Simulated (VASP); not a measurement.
# AgB2 (P6/mmm) in VASP: notebook, part 3 of 3

VASP 6.6.1. The steps go on from the part before.

## Step 4: Relaxation of cell and atoms, LDA

Contents of INCAR:

```
SYSTEM = AgB2
ALGO = Normal
EDIFF = 1E-6
EDIFFG = -0.02
ENCUT = 600
GGA = CA
IBRION = 2
ISIF = 3
ISMEAR = -5
LASPH = .True.
LCHARG = .False.
LREAL = Auto
LWAVE = .False.
NBANDS = 12
NELM = 80
NSW = 40
PREC = Accurate
SIGMA = 0.005
```

Contents of KPOINTS:

```
k-points
0
Gamma
  10 10 8
  0 0 0
```

Contents of POSCAR:

```
AgB2
1.0
    3.0000000000      0.0000000000      0.0000000000
   -1.5000000000      2.5980762114      0.0000000000
    0.0000000000      0.0000000000      3.2400000000
Ag B
1 2
Direct
    0.0000000000      0.0000000000      0.0000000000
    0.6666666667      0.3333333333      0.5000000000
    0.3333333333      0.6666666667      0.5000000000
```

Potentials or basis: VASP PAW LDA potentials, release 64 (Ag, B).

Run with:

```console
$ cat potpaw_LDA.64/Ag/POTCAR potpaw_LDA.64/B/POTCAR > POTCAR
$ mpirun -np 1 vasp_std > vasp.out
```

OUTCAR:

```text
SYSTEM = AgB2
   EDIFF = 1E-6
   EDIFFG = -0.02
   ENCUT = 600
   GGA = CA
   IBRION = 2
   ISIF = 3
   ISMEAR = -5
   LASPH = .True.
   LREAL = Auto
   NELM = 80
   NSW = 40
   PREC = Accurate

 ion  position               nearest neighbor table
   1  0.000  0.000  0.000-   2 2.37   3 2.37   2 2.37   3 2.37   2 2.37   2 2.37   3 2.37   3 2.37
                             2 2.37   2 2.37   3 2.37   3 2.37
   2  0.667  0.333  0.500-   3 1.73   3 1.73   3 1.73   1 2.37   1 2.37   1 2.37   1 2.37   1 2.37
                             1 2.37
   3  0.333  0.667  0.500-   2 1.73   2 1.73   2 1.73   1 2.37   1 2.37   1 2.37   1 2.37   1 2.37
                             1 2.37

  LATTYP: Found a hexagonal cell.
 ALAT       =     3.0000000000
 C/A-ratio  =     1.0800000000

  Lattice vectors:

 A1 = (   3.0000000000,   0.0000000000,   0.0000000000)
 A2 = (  -1.5000000000,   2.5980762114,   0.0000000000)
 A3 = (   0.0000000000,   0.0000000000,   3.2400000000)

Analysis of symmetry for initial positions (statically):
=====================================================================
 Subroutine PRICEL returns:
 Original cell was already a primitive cell.

 Routine SETGRP: Setting up the symmetry group for a
 hexagonal supercell.

 Subroutine GETGRP returns: Found 24 space group operations
 (whereof 24 operations were pure point group operations)
 out of a pool of 24 trial point group operations.

The static configuration has the point symmetry D_6h.

Analysis of symmetry for dynamics (positions and initial velocities):
=====================================================================
 Subroutine PRICEL returns:
 Original cell was already a primitive cell.

 Routine SETGRP: Setting up the symmetry group for a
 hexagonal supercell.

 Subroutine GETGRP returns: Found 24 space group operations
 (whereof 24 operations were pure point group operations)
 out of a pool of 24 trial point group operations.

The dynamic configuration has the point symmetry D_6h.

 Subroutine INISYM returns: Found 24 space group operations
 (whereof 24 operations are pure point group operations),
 and found     1 'primitive' translations

----------------------------------------------------------------------------------------

                                     Primitive cell

  volume of cell :      25.2533

  direct lattice vectors                    reciprocal lattice vectors
     3.000000000  0.000000000  0.000000000     0.333333333  0.192450090  0.000000000
    -1.500000000  2.598076211  0.000000000     0.000000000  0.384900179  0.000000000
     0.000000000  0.000000000  3.240000000     0.000000000  0.000000000  0.308641975

  length of vectors
     3.000000000  3.000000000  3.240000000     0.384900179  0.384900179  0.308641975

  position of ions in fractional coordinates (direct lattice)
     0.000000000  0.000000000  0.000000000
     0.666666667  0.333333333  0.500000000
     0.333333333  0.666666667  0.500000000

  ion indices of the primitive-cell ions
   primitive index   ion index
                 1           1
                 2           2
                 3           3

----------------------------------------------------------------------------------------

 KPOINTS: k-points

Automatic generation of k-mesh.
 Grid dimensions read from file:
 generate k-points for:   10   10    8

 Generating k-lattice:

[... 45 lines left out ...]
   k-points           NKPTS =     70   k-points in BZ     NKDIM =     70   number of bands    NBANDS=     12
   number of dos      NEDOS =    301   number of ions     NIONS =      3
   total plane-waves  NPLWV =  16128
   dimension x,y,z NGX =    24 NGY =   24 NGZ =   28
   dimension x,y,z NGXF=    48 NGYF=   48 NGZF=   56
   ions per type =               1   2
   NGX,Y,Z   is equivalent  to a cutoff of  13.30, 13.30, 14.37 a.u.
   NGXF,Y,Z  is equivalent  to a cutoff of  26.60, 26.60, 28.73 a.u.
 SYSTEM =  AgB2
   PREC   = accura    normal or accurate (medium, high low for compatibility)
   ISTART =      0    job   : 0-new  1-cont  2-samecut
   ICHARG =      2    charge: 1-file 2-atom 10-const
   ISPIN  =      1    spin polarized calculation?
   LNONCOLLINEAR =      F non collinear calculations
   LSORBIT =      F    spin-orbit coupling
   LASPH  =      T    aspherical Exc in radial PAW
   ENCUT  =  600.0 eV  44.10 Ry    6.64 a.u.   5.99  5.99  6.47*2*pi/ulx,y,z
   NELM   =     80;   NELMIN=  2; NELMDL= -5     # of ELM steps
   EDIFF  = 0.1E-05   stopping-criterion for ELM
   LREAL  =      T    real-space projection
   EDIFFG = -.2E-01   stopping-criterion for IOM
   NSW    =     40    number of steps for IOM
   IBRION =      2    ionic relax: 0-MD 1-quasi-New 2-CG
   NFREE  =      1    steps in history (QN), initial steepest desc. (CG)
   ISIF   =      3    stress and relaxation
   ISYM   =      2    0-nonsym 1-usesym 2-fastsym
   POTIM  = 0.5000    time-step for ionic-motion
   TEBEG  =    0.0;   TEEND  =   0.0 temperature during run
   PSTRESS=    0.0 pullay stress
   NELECT =      17.0000    total number of electrons
   NUPDOWN=      -1.0000    fix difference up-down
   EMIN   =  10.00;   EMAX   =-10.00  energy-range for DOS
   EFERMI =   0.00;   METHOD = LEGACY
   ISMEAR =    -5;   SIGMA  =   0.01  broadening in eV -4-tet -1-fermi 0-gaus
   EFERMI_NEDOS =   21; number of points for ismear=-14 and -15
   IALGO  =     38    algorithm
   IMIX   =      4    mixing-type and parameters
     AMIX     =   0.40;   BMIX     =  1.00
     AMIX_MAG =   1.60;   BMIX_MAG =  1.00
  volume/ion in A,a.u.               =       8.42        56.81
  Fermi-wavevector in a.u.,A,eV,Ry     =   1.434779  2.711340 28.008838  2.058591
  Thomas-Fermi vector in A             =   2.554150
   LORBIT       =      0    0 simple, 1 ext, 2 COOP (PROOUT), +10 PAW based schemes
   GGA     = CA    functional components
   LHFCALC =     F    Hartree Fock is set to
   AEXX    =    0.0000 exact exchange contribution
   IVDW    =     0    specifies the selected vdW correction
   LEPSILON=     F    determine dielectric tensor
   LRPA    =     F    only Hartree local field effects (RPA)
 conjugate gradient relaxation of ions
 non-spin polarized calculation
 Fermi weights with tetrahedron method with Bloechl corrections
  energy-cutoff  :      600.00
  volume of cell :       25.25
 maximum number of plane-waves:       862
 NGX is ok and might be reduce to    24
   NGX = 11   NGY = 11   NGZ = 13

--------------------------------------- Ionic step        1  -------------------------------------------

 number of electron      16.9999998 magnetization

 Free energy of the ion-electron system (eV)
  ---------------------------------------------------
  ext. energy  EPLUGINS =         0.00000000
  ---------------------------------------------------
  free energy    TOTEN  =       -16.20953372 eV

  energy without entropy =      -16.20953372  energy(sigma->0) =      -16.20953372

 E-fermi :  10.7149     XC(G=0): -13.4986

 val. band max:       10.7393859647   @ k =   0.2000  -0.0000   0.3750
 cond. band min:      10.7580859562   @ k =   0.2000   0.1000   0.5000
 fundamental gap:      0.0186999914
 Fermi energy:        10.7148940176

 k-point     1 :       0.0000    0.0000    0.0000
  band No.  band energies     occupation
      1      -3.5679      2.00000
      2       3.5079      2.00000
      3       4.0476      2.00000
      4       4.0476      2.00000
      5       5.6034      2.00000
      6       5.6034      2.00000
      7       7.4667      2.00000
      8      11.8156      0.00000
      9      11.8156      0.00000
     10      16.3073      0.00000
     11      16.3073      0.00000
     12      16.4268      0.00000
[... 449 lines left out ...]
  FREE ENERGIE OF THE ION-ELECTRON SYSTEM (eV)
  ---------------------------------------------------
  free  energy   TOTEN  =       -16.8045830602 eV

  energy  without entropy=      -16.8045830602  energy(sigma->0) =      -16.80458306

[... ionic steps 4 to 7 ...]

--------------------------------------- Ionic step        8  -------------------------------------------

 number of electron      17.0000002 magnetization

------------------------ aborting loop because EDIFF is reached ----------------------------------------
[... 69 lines left out ...]
--------------------------------------- Ionic step       10  -------------------------------------------

 number of electron      17.0000002 magnetization

 Free energy of the ion-electron system (eV)
  ---------------------------------------------------
  ext. energy  EPLUGINS =         0.00000000
  ---------------------------------------------------
  free energy    TOTEN  =       -17.06980888 eV

  energy without entropy =      -17.06980888  energy(sigma->0) =      -17.06980888

 E-fermi :   7.8178     XC(G=0): -12.5683

 val. band max:        7.9181879881   @ k =   0.3000   0.3000   0.3750
 cond. band min:       7.8588094769   @ k =   0.1000   0.1000   0.1250
 fundamental gap:     -0.0593785112
 Fermi energy:         7.8178212662

 k-point     1 :       0.0000    0.0000    0.0000
  band No.  band energies     occupation
      1      -4.6403      2.00000
      2       1.7741      2.00000
      3       2.7178      2.00000
      4       2.7178      2.00000
      5       3.7537      2.00000
      6       3.7537      2.00000
      7       3.9058      2.00000
      8       9.1260      0.00000
      9       9.1260      0.00000
     10       9.7239      0.00000
     11      15.2578      0.00000
     12      15.2578      0.00000
[... 375 lines left out ...]
  FREE ENERGIE OF THE ION-ELECTRON SYSTEM (eV)
  ---------------------------------------------------
  free  energy   TOTEN  =       -17.0698088823 eV

  energy  without entropy=      -17.0698088823  energy(sigma->0) =      -17.06980888

 reached required accuracy - stopping structural energy minimisation
```

OSZICAR:

```text
N       E                     dE             d eps       ncg     rms          rms(c)
DAV:   1     0.822781508748E+02    0.82278E+02   -0.91172E+03  1688   0.148E+03
DAV:   2    -0.181106863601E+02   -0.10039E+03   -0.94184E+02  1824   0.294E+02
DAV:   3    -0.206677419438E+02   -0.25571E+01   -0.25303E+01  2020   0.485E+01
[... 100 lines left out ...]
DAV:   3    -0.170698210190E+02    0.28176E-04   -0.84099E-06  1820   0.468E-02    0.188E-02
DAV:   4    -0.170698028698E+02    0.18149E-04   -0.49174E-06  1852   0.180E-02    0.264E-03
DAV:   5    -0.170698070500E+02   -0.41802E-05   -0.21112E-07   840   0.698E-03    0.272E-03
DAV:   6    -0.170698080569E+02   -0.10068E-05   -0.13466E-07   840   0.376E-03    0.515E-04
DAV:   7    -0.170698088823E+02   -0.82543E-06   -0.20187E-08   840   0.200E-03
  10 F= -.17069809E+02 E0= -.17069809E+02  d E =-.689573E-03
```

CONTCAR:

```text
AgB2
   1.00000000000000
     2.9842919565881583    0.0000000000000000   -0.0000000000000000
    -1.4921459782940791    2.5844726467600871    0.0000000000000000
    -0.0000000000000000   -0.0000000000000000    3.8978108840692545
  Ag              B
     1     2
Direct
     0.0000000000000000    0.0000000000000000    0.0000000000000000
     0.6666666667000030    0.3333333332999970    0.5000000000000000
     0.3333333332999970    0.6666666667000030    0.5000000000000000

  0.00000000E+00  0.00000000E+00  0.00000000E+00
  0.00000000E+00  0.00000000E+00  0.00000000E+00
  0.00000000E+00  0.00000000E+00  0.00000000E+00
```

It took 2.5 min on 1 thread of Intel Xeon Platinum 8559C (Emerald Rapids), shared host; peak memory 0.15 GiB.

What came out:

```yaml
Free_energy: -17.0698 eV
Relaxed_volume: 10.02 Å³/atom
Relaxed_cell: a = 2.984 Å, b = 2.984 Å, c = 3.898 Å, α = 90.00°, β = 90.00°, γ = 120.00°
Space_group_after_relaxing_to_0.05_Å: P6/mmm (No. 191)
Energy_gained_by_relaxing: 286.8 meV/atom
Ionic_steps: 10
Pressure_after_relaxing: -0.1 GPa
Band_gap_on_the_k_mesh: none (metal or under the smearing width)
```

Stress tensor (GPa, compression positive):
```
-0.24  0.00  0.00
 0.00 -0.24  0.00
 0.00  0.00  0.19
```

Step by step:
```csv
step,energy change (eV),largest force (eV/Å),pressure (GPa),volume (Å³)
1,0.0000,0.0000,40.31,25.25
2,-0.3914,0.0000,-19.52,33.76
3,-0.5950,0.0000,-4.31,30.12
4,-0.7976,0.0000,-2.19,30.04
5,-0.8571,0.0000,0.33,29.92
6,-0.8597,0.0000,1.24,29.88
7,-0.8596,0.0000,0.98,29.88
8,-0.8602,0.0000,-0.65,30.17
9,-0.8603,0.0000,-0.22,30.08
10,-0.8603,0.0000,-0.10,30.06
```

Final structure:
```yaml
crystal:
  lattice:
    - [2.98429, 0.00000, 0.00000]
    - [-1.49215, 2.58447, 0.00000]
    - [0.00000, 0.00000, 3.89781]
  atoms:
    - { symbol: Ag, position: [0.00000, 0.00000, 0.00000] }
    - { symbol: B, position: [0.66667, 0.33333, 0.50000] }
    - { symbol: B, position: [0.33333, 0.66667, 0.50000] }
```

Levels at points of the mesh, in eV from the Fermi level:
| k point | band 4 | band 5 | band 6 | band 7 | band 8 | band 9 | band 10 | band 11 | band 12 |
| --- | --- | --- | --- | --- | --- | --- | --- | --- | --- |
| (0.00, 0.00, 0.00) | -5.10 | -4.06 | -4.06 | -3.91 | 1.31 | 1.31 | 1.91 | 7.44 | 7.44 |
| (0.50, 0.00, 0.00) | -5.90 | -4.36 | -3.45 | -2.65 | -1.87 | 2.48 | 3.22 | 4.16 | 6.26 |
| (0.00, 0.00, 0.50) | -4.95 | -4.95 | -4.25 | -4.25 | 0.90 | 0.90 | 8.84 | 8.92 | 8.92 |
| (0.50, 0.00, 0.50) | -5.19 | -4.16 | -3.44 | -2.97 | -2.38 | -0.21 | 1.31 | 6.53 | 9.61 |

Caveat: the volume moved by over 15 % at a fixed basis, so the end points are rough; tetrahedron occupations give inexact forces and stress in metals.

## Step 5: Single point, r2SCAN

Contents of INCAR:

```
SYSTEM = AgB2
PREC = Accurate
ENCUT = 900
EDIFF = 1E-8
ISMEAR = 0
SIGMA = 0.02
LREAL = .False.
LASPH = .True.
NELM = 100
ALGO = Normal
ISIF = 2
LWAVE = .False.
LCHARG = .False.
METAGGA = R2SCAN
LMIXTAU = .True.
ADDGRID = .False.
```

Contents of KPOINTS:

```
regular mesh
0
Gamma
  7 7 6
  0 0 0
```

POSCAR is that of step 4.

Potentials or basis: VASP PAW PBE potentials, release 64 (Ag, B).

Run with:

```console
$ cat potpaw_PBE.64/Ag/POTCAR potpaw_PBE.64/B/POTCAR > POTCAR
$ mpirun -np 1 vasp_std > vasp.out
```

Wall time 48 s (1 thread of Intel Xeon 6975P-C (Granite Rapids), shared host); peak memory 0.19 GiB.

It converged, with:

- Free energy: -33.1301 eV
- Pressure: 53.2 GPa
- Band gap on the k mesh: none (metal or under the smearing width)

Stress tensor (GPa, compression positive):
```
41.98  0.00  0.00
 0.00 41.98  0.00
 0.00  0.00 75.80
```

Levels at points of the mesh, in eV from the Fermi level:
| k point | band 4 | band 5 | band 6 | band 7 | band 8 | band 9 | band 10 | band 11 | band 12 |
| --- | --- | --- | --- | --- | --- | --- | --- | --- | --- |
| (0.00, 0.00, 0.00) | -6.99 | -5.37 | -5.37 | -3.33 | 1.12 | 1.12 | 5.91 | 5.91 | 6.05 |
| (0.00, 0.00, 0.50) | -6.38 | -6.13 | -6.13 | -5.07 | -0.25 | -0.25 | 7.36 | 9.52 | 9.52 |

Caveat: a pressure of tens of GPa on the cell as given is suspect, and the run, the potentials or the cell itself is likely at fault; the PAW data sets were made with another functional, which shifts forces and pressure a little.

## Step 6: The runs side by side

```tsv
task	level	potentials or basis	cell	k mesh	cutoff (eV)	smearing	other keys	gap on the mesh (eV)	pressure (GPa)	relaxed volume (Å³/atom)
relaxation of cell and atoms	vdW-DF-cx	VASP PAW PBE potentials, release 64 (Ag, B)	relaxed	10 × 10 × 8	600	fermi-dirac 0.05 eV	-	none	0.1	10.49
relaxation of cell and atoms	rev-vdW-DF2	VASP PAW PBE potentials, release 64 (Ag, B)	relaxed	10 × 10 × 8	600	fermi-dirac 0.05 eV	-	none	0.1	10.59
relaxation of cell and atoms	LDA	VASP PAW LDA potentials, release 64 (Ag, B)	relaxed	10 × 10 × 8	600	tetrahedron	ISMEAR = -5; SIGMA = 0.005; LREAL = Auto; NBANDS = 12	none	-0.1	10.02
single point	r2SCAN	VASP PAW PBE potentials, release 64 (Ag, B)	as given	7 × 7 × 6	900	gaussian 0.02 eV	-	none	53.2	-
```

Alike in all rows: no spin polarisation.

Caveats: the volume moved by over 15 % at a fixed basis, so the end points are rough (some runs); the PAW data sets were made with another functional, which shifts forces and pressure a little (some runs); tetrahedron occupations give inexact forces and stress in metals (some runs); a pressure of tens of GPa on the cell as given is suspect, and the run, the potentials or the cell itself is likely at fault (some runs).

Total energies depend on the potentials used, so only differences within one code and one set of settings carry meaning.
